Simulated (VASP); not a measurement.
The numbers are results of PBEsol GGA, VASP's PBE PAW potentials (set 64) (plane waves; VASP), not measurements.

VASP input:

**INCAR**
```
SYSTEM = CoGa
PREC = Accurate
ENCUT = 520
EDIFF = 1E-6
NELM = 100
ALGO = Normal
LREAL = .FALSE.
LASPH = .TRUE.
ISMEAR = 1
SIGMA = 0.1
GGA = PS
LMAXMIX = 4
LWAVE = .FALSE.
LCHARG = .FALSE.
IBRION = 2
ISIF = 3
NSW = 60
EDIFFG = -0.01
```

KPOINTS:
```
Automatic mesh
0
Gamma
12 12 12
0 0 0
```

File POSCAR:
```
CoGa
1
    2.8410242262     0.0000000000     0.0000000000
    0.0000000000     2.8410242262    -0.0000000000
    0.0000000000    -0.0000000000     2.8410242262
Ga Co
1 1
Direct
  0.5000000000   0.5000000000   0.5000000000
  0.0000000000   0.0000000000   0.0000000000
```

POTCAR, in this order: Ga_d Co (PBE.64 set). Program: vasp_std.

Output of the run:

File OSZICAR:
```
       N       E                     dE             d eps       ncg     rms          rms(c)
DAV:   1     0.989158278213E+02    0.98916E+02   -0.10759E+04  2656   0.264E+03
DAV:   2    -0.801868279529E+01   -0.10693E+03   -0.10434E+03  2583   0.359E+02
DAV:   3    -0.129299845166E+02   -0.49113E+01   -0.48892E+01  2996   0.828E+01
DAV:   4    -0.130025369272E+02   -0.72552E-01   -0.72542E-01  3315   0.940E+00
DAV:   5    -0.130045798562E+02   -0.20429E-02   -0.20429E-02  3175   0.134E+00    0.108E+01
DAV:   6    -0.140644684149E+02   -0.10599E+01   -0.26490E+01  2883   0.700E+01    0.119E+01
DAV:   7    -0.118044110268E+02    0.22601E+01   -0.10482E+01  2626   0.520E+01    0.183E+00
DAV:   8    -0.117835967495E+02    0.20814E-01   -0.29088E-01  2970   0.603E+00    0.704E-01
DAV:   9    -0.117752901402E+02    0.83066E-02   -0.24699E-02  3450   0.249E+00    0.161E-01
DAV:  10    -0.117748540412E+02    0.43610E-03   -0.74082E-04  3381   0.404E-01    0.811E-02
DAV:  11    -0.117748288857E+02    0.25155E-04   -0.16322E-04  3613   0.229E-01    0.162E-02
DAV:  12    -0.117748283656E+02    0.52014E-06   -0.71833E-06  3357   0.459E-02
   1 F= -.11774828E+02 E0= -.11774986E+02  d E =-.117748E+02
```

OUTCAR:
```
------------------------ aborting loop because EDIFF is reached ----------------------------------------
  FORCE on cell =-STRESS in cart. coord.  units (eV):
  Direction    XX          YY          ZZ          XY          YZ          ZX
  --------------------------------------------------------------------------------------
  Total       -0.0195964     -0.0195964     -0.0195964     -0.0000000      0.0000000      0.0000000
  in kB       -1.3691873     -1.3691873     -1.3691873     -0.0000000      0.0000000      0.0000000
  external PRESSURE =      -1.3691873 kB  Pullay stress =       0.0000000 kB
  volume of cell :       22.93
      direct lattice vectors                 reciprocal lattice vectors
     2.841024226  0.000000000  0.000000000     0.351985735  0.000000000  0.000000000
     0.000000000  2.841024226  0.000000000     0.000000000  0.351985735  0.000000000
     0.000000000  0.000000000  2.841024226     0.000000000  0.000000000  0.351985735
 POSITION                                       TOTAL-FORCE (eV/Angst)
 -----------------------------------------------------------------------------------
      1.42051      1.42051      1.42051         0.000000      0.000000      0.000000
      0.00000      0.00000      0.00000         0.000000      0.000000      0.000000
 -----------------------------------------------------------------------------------
    total drift:                                0.000000      0.000000     -0.000000
  FREE ENERGIE OF THE ION-ELECTRON SYSTEM (eV)
  ---------------------------------------------------
  free  energy   TOTEN  =       -11.7748283656 eV

  energy  without entropy=      -11.7753020648  energy(sigma->0) =      -11.77498627

 reached required accuracy - stopping structural energy minimisation
```
(Selected blocks of OUTCAR.)

The compound is CoGa in the CsCl type structure. It was relaxed first. The start is the result of an earlier pass. The run is not spin-polarised, so no magnetic state was tried.
